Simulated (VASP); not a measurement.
# PrC (Pm-3m) in VASP: notebook, part 2 of 2

VASP 6.6.1. Earlier steps stand in the parts before.

## Step 3: Single point, PBEsol, collinear spin, typed start

This run uses another cell than the first one, of 12.41 Å³/atom, 0.915 times its volume.

INCAR

```
SYSTEM = PrC
PREC     = Accurate       ! precision mode
ENCUT    = 520            ! plane-wave cutoff, eV
EDIFF    = 1E-6           ! SCF threshold, eV
ISMEAR   = 0              ! smearing method
SIGMA    = 0.05           ! smearing width, eV
LREAL    = .FALSE.        ! projectors in reciprocal space
LASPH    = .TRUE.         ! aspherical terms in the spheres
NELM     = 150            ! most SCF steps
ALGO     = Normal         ! electronic algorithm
ISIF     = 2              ! what is computed and relaxed
LWAVE    = .FALSE.        ! write WAVECAR
LCHARG   = .TRUE.         ! write CHGCAR
ISPIN    = 2              ! spin polarisation
MAGMOM   = 1 0            ! initial moments
LORBIT   = 11             ! projections on sites
LMAXMIX  = 6              ! l up to which the mixer works
GGA      = PS             ! functional
LELF     = .TRUE.         ! ELF
LVHAR    = .TRUE.       
NBANDS   = 20             ! bands
```

KPOINTS

```
regular mesh
0
G
  10 10 10
  0 0 0
```

POSCAR

```
PrC
1.0
    2.9167158249      0.0000000000      0.0000000000
    0.0000000000      2.9167158249      0.0000000000
    0.0000000000      0.0000000000      2.9167158249
Pr C
1 1
Direct
    0.0000000000      0.0000000000      0.0000000000
    0.5000000000      0.5000000000      0.5000000000
```

Potentials or basis: VASP PAW PBE potentials, release 64 (Pr, C).

The run is started by

```bash
> cat potpaw_PBE.64/Pr/POTCAR potpaw_PBE.64/C/POTCAR > POTCAR
> mpirun -np 1 vasp_std > vasp.out
```

OUTCAR:

```text
SYSTEM = PrC
   PREC = Accurate
   ENCUT = 520
   EDIFF = 1E-6
   ISMEAR = 0
   LREAL = .FALSE.
   LASPH = .TRUE.
   NELM = 150
   ISIF = 2
   ISPIN = 2
   LORBIT = 11
   GGA = PS

 ion  position               nearest neighbor table
   1  0.000  0.000  0.000-   2 2.53   2 2.53   2 2.53   2 2.53   2 2.53   2 2.53   2 2.53   2 2.53

   2  0.500  0.500  0.500-   1 2.53   1 2.53   1 2.53   1 2.53   1 2.53   1 2.53   1 2.53   1 2.53

  LATTYP: Found a simple cubic cell.
 ALAT       =     2.9167158249

  Lattice vectors:

 A1 = (   2.9167158249,   0.0000000000,   0.0000000000)
 A2 = (   0.0000000000,   2.9167158249,   0.0000000000)
 A3 = (   0.0000000000,   0.0000000000,   2.9167158249)

Analysis of symmetry for initial positions (statically):
=====================================================================
 Subroutine PRICEL returns:
 Original cell was already a primitive cell.

 Routine SETGRP: Setting up the symmetry group for a
 simple cubic supercell.

 Subroutine GETGRP returns: Found 48 space group operations
 (whereof 48 operations were pure point group operations)
 out of a pool of 48 trial point group operations.

The static configuration has the point symmetry O_h .

Analysis of symmetry for dynamics (positions and initial velocities):
=====================================================================
 Subroutine PRICEL returns:
 Original cell was already a primitive cell.

 Routine SETGRP: Setting up the symmetry group for a
 simple cubic supercell.

 Subroutine GETGRP returns: Found 48 space group operations
 (whereof 48 operations were pure point group operations)
 out of a pool of 48 trial point group operations.

The dynamic configuration has the point symmetry O_h .

Analysis of structural, dynamic, and magnetic symmetry:
=====================================================================
[... 156 lines left out ...]
  ext. energy  EPLUGINS =         0.00000000
  ---------------------------------------------------
  free energy    TOTEN  =       -15.09855439 eV

  energy without entropy =      -15.09473367  energy(sigma->0) =      -15.09664403

 E-fermi :  10.6591     XC(G=0): -13.3226

 val. band max:       10.6517423937   @ k =   0.4000   0.2000   0.0000
 cond. band min:      10.6595555035   @ k =   0.3000   0.2000   0.2000
 fundamental gap:      0.0078131097
 Fermi energy:        10.6590558105

 spin component 1

 k-point     1 :       0.0000    0.0000    0.0000
  band No.  band energies     occupation
      1     -25.4715      1.00000
      2      -5.4813      1.00000
      3      -5.4813      1.00000
      4      -5.4813      1.00000
      5       0.0662      1.00000
      6       9.0359      1.00000
[... 541 lines left out ...]
     19      20.3448      0.00000
     20      20.7555      0.00000

 [... further k-points ...]

 spin component 2

 k-point     1 :       0.0000    0.0000    0.0000
  band No.  band energies     occupation
      1     -25.4694      1.00000
      2      -5.4797      1.00000
      3      -5.4797      1.00000
      4      -5.4797      1.00000
      5       0.0653      1.00000
      6       9.0374      1.00000
[... 541 lines left out ...]
     19      20.3448      0.00000
     20      20.7561      0.00000

 [... further k-points ...]

------------------------ aborting loop because EDIFF is reached ----------------------------------------

  FORCE on cell =-STRESS in cart. coord.  units (eV):
  Direction    XX          YY          ZZ          XY          YZ          ZX
  --------------------------------------------------------------------------------------
  -------------------------------------------------------------------------------------
  Total        1.8006254      1.8006254      1.8006254     -0.0000000     -0.0000000     -0.0000000
  in kB      116.2656980    116.2656980    116.2656980     -0.0000000     -0.0000000     -0.0000000
  external PRESSURE =     116.2656980 kB  Pullay stress =       0.0000000 kB

 VOLUME and BASIS-vectors are now :
 -----------------------------------------------------------------------------
  energy-cutoff  :      520.00
  volume of cell :       24.81
      direct lattice vectors                 reciprocal lattice vectors
     2.916715825  0.000000000  0.000000000     0.342851364  0.000000000  0.000000000
     0.000000000  2.916715825  0.000000000     0.000000000  0.342851364  0.000000000
     0.000000000  0.000000000  2.916715825     0.000000000  0.000000000  0.342851364

 POSITION                                       TOTAL-FORCE (eV/Angst)
 -----------------------------------------------------------------------------------
      0.00000      0.00000      0.00000         0.000000      0.000000      0.000000
      1.45836      1.45836      1.45836         0.000000      0.000000      0.000000
 -----------------------------------------------------------------------------------
    total drift:                                0.000000      0.000000      0.000000

  FREE ENERGIE OF THE ION-ELECTRON SYSTEM (eV)
  ---------------------------------------------------
  free  energy   TOTEN  =       -15.0985543930 eV

  energy  without entropy=      -15.0947336728  energy(sigma->0) =      -15.09664403

 total charge

# of ion       s       p       d       f       tot
--------------------------------------------------
    1        1.962   5.291   0.922   2.036  10.211
    2        0.903   1.405   0.000   0.000   2.309
--------------------------------------------------
tot          2.866   6.697   0.922   2.036  12.520

 magnetization (x)

# of ion       s       p       d       f       tot
--------------------------------------------------
    1       -0.000  -0.000   0.000   0.005   0.005
    2       -0.000  -0.001   0.000   0.000  -0.001
--------------------------------------------------
tot         -0.000  -0.001   0.000   0.005   0.004
```

Wall time 96 s (1 thread of Intel Xeon Platinum 8259CL at 2.50GHz (Skylake/Cascade Lake), shared host); peak memory 0.19 GiB.

What came out:

* Free energy: -15.0986 eV
* Pressure: 11.6 GPa
* Band gap on the k mesh: none (metal or under the smearing width)
* Net moment: 0.00 μB per cell
* Valence electrons inside the program's atomic spheres: Pr 10.21; C 2.31

Levels at points of the mesh, in eV from the Fermi level:
Spin up:
```tsv
k point	band 5	band 6	band 7	band 8	band 9	band 10	band 11	band 12
(0.00, 0.00, 0.00)	-10.59	-1.62	-1.62	-0.28	-0.28	-0.28	0.19	0.19
(0.50, 0.00, 0.00)	-7.13	-4.24	-1.12	-1.12	-0.45	-0.08	0.20	0.34
(0.50, 0.50, 0.00)	-10.54	-1.58	-1.58	-0.99	0.46	0.46	0.85	0.93
(0.50, 0.50, 0.50)	-8.15	-5.86	-5.86	-5.86	0.33	0.33	0.33	0.75
```
Spin down:
| k point | band 6 | band 7 | band 8 | band 9 | band 10 | band 11 |
| --- | --- | --- | --- | --- | --- | --- |
| (0.00, 0.00, 0.00) | -1.62 | -1.62 | -0.28 | -0.28 | -0.28 | 0.19 |
| (0.50, 0.00, 0.00) | -4.24 | -1.12 | -1.12 | -0.45 | -0.07 | 0.20 |
| (0.50, 0.50, 0.00) | -1.58 | -1.58 | -0.99 | 0.46 | 0.46 | 0.85 |
| (0.50, 0.50, 0.50) | -5.86 | -5.86 | -5.86 | 0.34 | 0.34 | 0.34 |

Caveat: the magnetic or orbital state may not be the lowest; the PAW data sets were made with another functional, which shifts forces and pressure a little; spin-orbit coupling is left out, which moves the levels of the heavy elements; without U or exact exchange the open f shell lies at the Fermi level, which spoils levels, moments and volumes.
